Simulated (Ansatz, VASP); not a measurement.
**Two plane-wave programs on CdP**

```
Cd P
1.0
     4.49141    0.00000    0.00000
     0.00000    5.45681    0.00000
     0.00000    0.00000    4.18848
Cd P
2 2
Direct
  0.25000 0.32420 0.17288
  0.75000 0.67580 0.17288
  0.75000 0.96091 0.67289
  0.25000 0.03909 0.67289
```

Alike in both runs: functional PBE; k mesh 4 × 4 × 4; occupations gaussian, width 0.1 eV; no spin polarisation.

Ansatz relaxed the structure, and its values are those at the end. VASP's run is a single point on that final structure, the one shown.

```csv
,VASP,Ansatz
version,VASP 6.6.1,Ansatz 0.2.0
potentials or method,"VASP PAW PBE potentials, release 64 (Cd, P)","scalar-relativistic, plane waves, PAW"
plane-wave cutoff (eV),520,420
valence electrons in the cell,34,50
```

```csv
,VASP,Ansatz,Ansatz less VASP
gap on the k mesh at the Fermi level (eV),none,none,-
pressure (GPa),0.3,0.2,-0.13
rms of the force components (eV/Å),0.007,0.008,+0.0010
```

A gap of «none» marks a metal or a gap that the smearing closes. With one functional, cell and mesh, what is left measures potentials, basis and numerics. The two sets of potentials don't hold the same shells in valence.

Caveats: the k mesh is coarse (spacing up to 0.38 Å⁻¹), so the values aren't converged.
